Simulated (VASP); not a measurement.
Input for VASP

File KPOINTS:
```
K-points
0
Gamma
  5 5 5
```

POSCAR:
```
CrW
1
    0.0000000000     3.0754870000     3.0754870000
    3.0754870000     0.0000000000     3.0754870000
    3.0754870000     3.0754870000     0.0000000000
Cr W
2 2
Direct
  0.7500000000   0.7500000000   0.7500000000
  0.5000000000   0.5000000000   0.5000000000
  0.0000000000   0.0000000000   0.0000000000
  0.2500000000   0.2500000000   0.2500000000
```

### INCAR
```
# general
SYSTEM        = CrW
PREC          = Accurate
ENCUT         = 300
LREAL         = .FALSE.
LASPH         = .TRUE.

# electronic loop
EDIFF         = 1E-6
NELM          = 100
ALGO          = Normal
LMAXMIX       = 6

# smearing
ISMEAR        = -1
SIGMA         = 0.1

# functional
GGA           = PE
GGA_COMPAT    = .FALSE.

# spin
MAGMOM        = 0.0 0.0 3.0 0.0 0.0 3.0 0.0 0.0 0.0 0.0 0.0 0.0
LSORBIT       = .TRUE.
LNONCOLLINEAR = .TRUE.

# ions
ISIF          = 2

# output
LWAVE         = .FALSE.
LCHARG        = .FALSE.
LORBIT        = 11
```

POTCAR, in this order: Cr_pv W_sv (PBE.64 set). Program: vasp_ncl.

**Question.** Translate this PBE+SOC calculation to Quantum ESPRESSO's pw.x.

**Answer.** One equivalent input (not run):
```
&CONTROL
  calculation = 'scf'
  pseudo_dir = './pseudo'
  outdir = './out'
  tprnfor = .true.
  tstress = .true.
/
&SYSTEM
  ibrav = 0
  nat = 4
  ntyp = 2
  ecutwfc = 94
  occupations = 'smearing'
  smearing = 'fermi-dirac'
  degauss = 0.00735
  input_dft = 'pbe'
  noncolin = .true.
  lspinorb = .true.
  starting_magnetization(1) = 0.3
  angle1(1) = 0
/
&ELECTRONS
  conv_thr = 7.3e-08
  electron_maxstep = 100
/
ATOMIC_SPECIES
  Cr 51.996 Cr.upf
  W 183.840 W.upf
CELL_PARAMETERS angstrom
     0.0000000    3.0754870    3.0754870
     3.0754870    0.0000000    3.0754870
     3.0754870    3.0754870    0.0000000
ATOMIC_POSITIONS crystal
  Cr   0.7500000  0.7500000  0.7500000
  Cr   0.5000000  0.5000000  0.5000000
  W    0.0000000  0.0000000  0.0000000
  W    0.2500000  0.2500000  0.2500000
K_POINTS automatic
  5 5 5 0 0 0
```
The two are equivalent in intent, not identical: the potentials are each code's own (VASP's PAW set, PseudoDojo norm-conserving files, fully relativistic, in pw.x), so ENCUT and ecutwfc are chosen apart and not converted; conv_thr bounds pw.x's estimated SCF error, while EDIFF bounds the energy change between steps; starting_magnetization is a fraction of the valence charge and MAGMOM a moment in μB, so they match only roughly.

The structure was generated: CrW was put into an ordered model structure, which need not be its known phase. The cell was not relaxed at this level. The k-mesh is coarse (spacing up to 0.35 per Å, 2π included), so the numbers may not be converged in it. The run is one of a series of settings (GGA_COMPAT = .FALSE., ISPIN removed, LNONCOLLINEAR = .TRUE., LSORBIT = .TRUE., MAGMOM = 0.0 0.0 3.0 0.0 0.0 3.0 0.0 0.0 0.0 0.0 0.0 0.0, program vasp_ncl against the base run), some of them coarse on purpose.
